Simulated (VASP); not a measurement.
Data:

```
KZnF3
1.0
    4.12880     0.00000     0.00000
    0.00000     4.12880     0.00000
    0.00000     0.00000     4.12880
K Zn F
1 1 3
Direct
  0.00000   0.00000   0.00000
  0.50000   0.50000   0.50000
  0.50000   0.00000   0.50000
  0.00000   0.50000   0.50000
  0.50000   0.50000   0.00000
```

Calculation: PBE GGA, VASP's PBE PAW potentials (set 64) (plane waves; VASP). Settings: 520 eV cut-off, Gaussian smearing of 0.050 eV, potentials K_sv Zn F.

Q: Give the energies of bands 9 to 22 at the high-symmetry points, in eV from the valence-band maximum.

A: 
```json
[
 {"band": "9", "Γ": "-3.69", "X": "-3.63", "M": "-4.92", "R": "-4.91"},
 {"band": "10", "Γ": "-3.69", "X": "-3.63", "M": "-4.18", "R": "-4.91"},
 {"band": "11", "Γ": "-3.31", "X": "-3.55", "M": "-3.67", "R": "-4.02"},
 {"band": "12", "Γ": "-3.31", "X": "-3.55", "M": "-3.67", "R": "-4.02"},
 {"band": "13", "Γ": "-3.31", "X": "-3.30", "M": "-3.26", "R": "-4.02"},
 {"band": "14", "Γ": "-3.02", "X": "-3.02", "M": "-2.44", "R": "-1.72"},
 {"band": "15", "Γ": "-3.02", "X": "-2.46", "M": "-1.99", "R": "-1.72"},
 {"band": "16", "Γ": "-1.70", "X": "-1.89", "M": "-1.99", "R": "-1.72"},
 {"band": "17", "Γ": "-1.70", "X": "-1.67", "M": "-1.89", "R": "-1.18"},
 {"band": "18", "Γ": "-1.70", "X": "-1.67", "M": "-1.54", "R": "-1.18"},
 {"band": "19", "Γ": "-1.53", "X": "-1.55", "M": "-1.54", "R": "-1.18"},
 {"band": "20", "Γ": "-1.53", "X": "-1.46", "M": "-1.19", "R": "0.00"},
 {"band": "21", "Γ": "-1.53", "X": "-1.46", "M": "0.00", "R": "0.00"},
 {"band": "22", "Γ": "3.65", "X": "6.28", "M": "7.78", "R": "8.50"}
]
```

The gap is indirect, 3.65 eV, from the valence maximum at R to the conduction minimum at Γ.

The compound is KZnF3 in the cubic perovskite structure. It was relaxed first, which changed the volume by +6 %.
